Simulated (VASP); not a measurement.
GW runs with VASP on AlN (zinc blende), on PBE orbitals with a Kohn-Sham gap of 3.28 eV on the mesh.

```
CELL_PARAMETERS angstrom
      0.00000     2.19000     2.19000
      2.19000     0.00000     2.19000
      2.19000     2.19000     0.00000
ATOMIC_POSITIONS crystal
  Al 0.00000 0.00000 0.00000
  N  0.25000 0.25000 0.25000
```

Run with PREC = Normal, 500 eV cut-off, 4×4×4 Γ-centred mesh, Gaussian smearing of 0.010 eV, potentials Al_GW N_GW_new.

The mesh is coarse and the basis finite, so the quasiparticle values are not converged.

```tsv
run	level	NBANDS	ENCUTGW (eV)	QP gap (eV)	smallest direct QP gap (eV)
run 1	G0W0@PBE, 1 step(s)	100	150	4.60	5.71
run 2	G0W0@PBE, 1 step(s)	240	250	4.81	5.82
run 3	G0W0@PBE, 1 step(s)	320	300	___	___
```

Task: What belongs in the gaps?

Result: 
- run 3, QP gap (eV): 4.86
- run 3, smallest direct QP gap (eV): 5.83

Left out are failed runs and those that VASP or the mesh makes unfit.

The compound is AlN in the zinc blende structure, a metastable form; wurtzite is the usual one. The cell was not relaxed at this level.
